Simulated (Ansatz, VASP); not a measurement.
# Cross-check of K2BrF between VASP and Ansatz, part 2 of 2

One calculation is typed for both programs; each brings its own data sets and cutoff. How far apart do they land? The cell is invented: As first built, before any earlier steps moved the atoms (in the runner's words): it takes the KCl structure with some of its atoms replaced by other elements, volume scaled by an estimate. It may not be a known or stable phase. The cell is taken from a series of VASP runs on this material, whose earlier steps may have relaxed, scaled or displaced it; both programs get it as it stands.

VASP 6.6.1 and Ansatz 0.2.0.

So far. Step 2 (Ansatz: single point, PBE): The run ends at a pressure of -0.02 GPa, with forces up to 0.0036 eV/Å. Step 3 (VASP: single point, PBE): The run ends at a pressure of -0.01 GPa, with forces up to 0.0041 eV/Å.

## 6. VASP: band structure, PBE

Level of this step: PBE; plane waves and PAW (Br, K_sv, F); invented cell (VASP).

The same cell, functional, mesh and smearing now go to VASP, with its own data sets and cutoff.

Contents of INCAR:

```
SYSTEM = K2BrF
PREC = Accurate
ENCUT = 520
EDIFF = 1E-06
NELM = 100
ISMEAR = 0
SIGMA = 0.05
LREAL = .FALSE.
ALGO = Normal
GGA = PE
NBANDS = 30
LORBIT = 11
LWAVE = .FALSE.
LCHARG = .FALSE.
KPAR = 2
```

Contents of POSCAR:

```
K2BrF
1.0
    2.1221312016      1.2252133082      7.1407382057
   -2.1221312016      1.2252133082      7.1407382057
    0.0000000000     -2.4504256162      7.1407382035
Br K F
1 2 1
Direct
    0.5000000000      0.5000000000      0.5000000000
    0.7344822843      0.7344822843      0.7344822842
    0.2655177157      0.2655177157      0.2655177158
    0.0000000000      0.0000000000      0.0000000000
```

Contents of KPOINTS:

```
Automatic mesh
0
Gamma
7 7 7
0 0 0
```

Contents of KPOINTS_OPT:

```
Line mode
16
Line-mode
Reciprocal
  0.00000000   0.00000000   0.00000000 GAMMA
  0.50000000   0.00000000   0.00000000 L

  0.50000000   0.00000000   0.00000000 L
  0.50000000   0.18629330  -0.18629330 B1

  0.81370670   0.50000000   0.18629330 B
  0.50000000   0.50000000   0.50000000 Z

  0.50000000   0.50000000   0.50000000 Z
  0.00000000   0.00000000   0.00000000 GAMMA

  0.00000000   0.00000000   0.00000000 GAMMA
  0.34314665   0.00000000  -0.34314665 X

  0.65685335   0.34314665   0.00000000 Q
  0.50000000   0.50000000   0.00000000 F

  0.50000000   0.50000000   0.00000000 F
  0.65685335   0.65685335   0.18629330 P1

  0.65685335   0.65685335   0.18629330 P1
  0.50000000   0.50000000   0.50000000 Z

  0.50000000   0.00000000   0.00000000 L
  0.81370670   0.34314665   0.34314665 P
```

The projector-augmented-wave data sets are Br, K_sv and F (PBE family, release 64).

Run with:

```bash
$ mpirun -np 2 vasp_std
```

Numbers of over 12 decimals in the logs are rounded to 6 here.

Log:

```text
[banner, memory and clock lines left out]
running    2 mpi-ranks, on    1 nodes
[...]
LDA part: xc-table for (Slater+PW92), standard interpolation
 POSCAR, INCAR and KPOINTS ok, starting setup
[...]
entering main loop
       N       E                     dE             d eps       ncg     rms          rms(c)
DAV:   1     0.226519375788E+03    0.22652E+03   -0.13842E+04  2640   0.944E+02
DAV:   2     0.501799378565E+00   -0.22602E+03   -0.21366E+03  3084   0.278E+02
DAV:   3    -0.154899358880E+02   -0.15992E+02   -0.15890E+02  4322   0.616E+01
DAV:   4    -0.158368644932E+02   -0.34693E+00   -0.34584E+00  3698   0.807E+00
[...]
DAV:  12    -0.142584711341E+02   -0.26024E-04   -0.24437E-05  3684   0.285E-02    0.995E-03
DAV:  13    -0.142584734513E+02   -0.23172E-05   -0.91677E-06  3078   0.175E-02    0.317E-03
DAV:  14    -0.142584738124E+02   -0.36108E-06   -0.38907E-07  2862   0.404E-03
   1 F= -.14258474E+02 E0= -.14258474E+02  d E =-.227514E-19
 Start KPOINTS_OPT (optional k-point list driver)
k-point batch [1-44\144]
       N       E                     dE             ncg
DAV:   1    -0.612972890450E+04   -0.38126E+05     2640
DAV:   2    -0.157712189298E+05   -0.96415E+04     3052
DAV:   3    -0.164666477914E+05   -0.69543E+03     4368
DAV:   4    -0.164841156633E+05   -0.17468E+02     3824
DAV:   5    -0.164844247687E+05   -0.30911E+00     3770
DAV:   6    -0.164844270201E+05   -0.22514E-02     3680
DAV:   7    -0.164844270729E+05   -0.52794E-04     3768
DAV:   8    -0.164844270735E+05   -0.58011E-06     2714
[...]
k-point batch [133-144\144]
       N       E                     dE             ncg
DAV:   1     0.218816409549E+05   -0.12805E+05      720
DAV:   2     0.192485848027E+05   -0.26331E+04      844
DAV:   3     0.190523985155E+05   -0.19619E+03     1162
DAV:   4     0.190477112307E+05   -0.46873E+01     1066
DAV:   5     0.190476144130E+05   -0.96818E-01     1028
DAV:   6     0.190476137454E+05   -0.66764E-03     1066
DAV:   7     0.190476137321E+05   -0.13325E-04     1016
DAV:   8     0.190476137319E+05   -0.12651E-06      788
```

OUTCAR, selected parts (step 6):

```text
  Total        0.0003563      0.0003563     -0.0001652      0.0000000     -0.0000000      0.0000000
  in kB        0.0051242      0.0051242     -0.0023762      0.0000000     -0.0000000      0.0000000
  external PRESSURE =       0.0026240 kB  Pullay stress =       0.0000000 kB

 POSITION                                       TOTAL-FORCE (eV/Angst)
 -----------------------------------------------------------------------------------
      0.00000      0.00000     10.71111         0.000000      0.000000      0.000000
      0.00000      0.00000     15.73424         0.000000      0.000000      0.004063
      0.00000      0.00000      5.68798         0.000000     -0.000000     -0.004063
      0.00000      0.00000      0.00000        -0.000000      0.000000      0.000000
 -----------------------------------------------------------------------------------
    total drift:                                0.000000      0.000000     -0.000000

  FREE ENERGIE OF THE ION-ELECTRON SYSTEM (eV)
  ---------------------------------------------------
  free  energy   TOTEN  =       -14.2584738124 eV

  energy  without entropy=      -14.2584738124  energy(sigma->0) =      -14.25847381

[... 1 part as in an earlier step ...]

[... 2 further parts left out ...]
[key lines of the parts left out:]
E-fermi :  -1.0469
```

Spin-orbit coupling is off here; it would split degenerate levels, and it lifts a valence top of Br p states by about 0.1 eV.

## 7. Differences

Compared:

| quantity | Ansatz | VASP | difference |
| --- | --- | --- | --- |
| pressure (GPa) | -0.02 | 0.00 | -0.02 |
| pressure without Ansatz's Pulay correction (GPa) | -0.13 | 0.00 | -0.13 |
| gap over the path points (eV) | 4.031 | 4.027 | +0.003 |

Levels at points of the path, from each program's valence-band top (eV; 4 filled, then empty):

| k (reciprocal lattice) | Ansatz | VASP |
| --- | --- | --- |
| 0.000 0.000 0.000 | -1.69 -0.83 0.00 0.00 4.03 6.82 7.26 | -1.69 -0.83 0.00 0.00 4.03 6.82 7.26 |
| 0.133 0.000 0.000 | -1.69 -0.84 -0.28 -0.05 4.41 7.09 7.28 | -1.68 -0.84 -0.28 -0.05 4.41 7.09 7.28 |
| 0.300 0.000 0.000 | -1.67 -0.91 -0.83 -0.20 5.47 6.82 7.21 | -1.67 -0.91 -0.83 -0.20 5.47 6.82 7.21 |
| 0.467 0.000 0.000 | -1.60 -1.27 -0.81 -0.29 6.24 6.75 6.98 | -1.60 -1.27 -0.81 -0.29 6.24 6.75 6.98 |
| 0.500 0.037 -0.037 | -1.60 -1.26 -0.80 -0.34 6.30 6.87 6.98 | -1.59 -1.26 -0.80 -0.34 6.30 6.87 6.99 |
| 0.500 0.099 -0.099 | -1.60 -1.13 -0.79 -0.60 6.52 7.13 7.29 | -1.59 -1.14 -0.79 -0.60 6.52 7.13 7.29 |
| 0.500 0.161 -0.161 | -1.60 -0.94 -0.89 -0.78 6.66 7.24 7.51 | -1.59 -0.94 -0.89 -0.78 6.66 7.24 7.52 |
| 0.772 0.500 0.228 | -1.62 -1.03 -0.78 -0.67 6.63 6.93 7.11 | -1.61 -1.03 -0.78 -0.67 6.63 6.93 7.11 |
| 0.667 0.500 0.333 | -1.67 -0.86 -0.77 -0.28 5.98 6.41 7.13 | -1.66 -0.86 -0.77 -0.28 5.98 6.41 7.13 |
| 0.563 0.500 0.437 | -1.68 -1.06 -0.18 -0.05 5.42 5.80 6.69 | -1.68 -1.06 -0.18 -0.05 5.42 5.80 6.69 |

Among the levels compared at these points, filled levels agree within 7 meV and empty ones within 4 meV. Ansatz's pressure holds a Pulay correction of 0.11 GPa; VASP's holds none.

## 8. Results

```json
{"difference in gap on the k mesh (single point, PBE)": "0.0032 eV", "difference in gap over the path points (band structure, PBE)": "0.0035 eV"}
```

The difference in gap over the path points is 0.0035 eV (band structure, PBE), within the 0.08 eV picked in this series as the mark of a large difference. Such differences can come from data sets, numerical settings and the points named under the comparisons, not from the functional's error against experiment.

[Lines on the potential files, build, host, timing and source positions are cut from VASP's logs without a mark.]

[Logs are printed without paths, hosts, clocks, repeated set-up lines and the standing remarks that a program may print on its own settings, such as how far it seeks lower states.]

[Hosts, paths, dates, database ids (printed as entryN), source tags and the programs' standing remarks are cut or masked in the printed files.]
